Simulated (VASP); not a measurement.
Consider the following.

```
Os
1.0
    2.75459     0.00000     0.00000
   -1.37729     2.38555     0.00000
    0.00000     0.00000     8.86291
Os
4
Direct
  0.00000   0.00000   0.00000
  0.00000   0.00000   0.50000
  0.33333   0.66667   0.25000
  0.66667   0.33333   0.75000
```

Method: PBE GGA, VASP's PBE PAW potentials (set 64) (plane waves; VASP). Numerical set-up: 300 eV cut-off, 9×9×3 Γ-centred mesh, Gaussian smearing of 0.10 eV, potentials Os.

At this cut-off the stress carries a Pulay error, which pulls relaxed volumes low. Unless said otherwise, spin-orbit coupling is left out, though it shifts the bands of the heavy elements here.

**Question.** Predict the energy per atom (σ→0), pressure, band gap (on the k-mesh) with the smallest direct gap where there is one.

**Answer.** 
| Property | Value |
|---|---|
| band gap (on the k-mesh) | none (metal, semimetal or under 0.01 eV) |
| energy per atom (σ→0) | -11.131 eV/atom |
| pressure | -8.06 GPa |

Total energies compare only between runs with the same potentials, cut-off and functional.

The structure was generated: Os was put into an ordered model structure, which need not be its known phase. The cell was not relaxed at this level. VASP warned that the highest band is occupied, so more bands are needed.
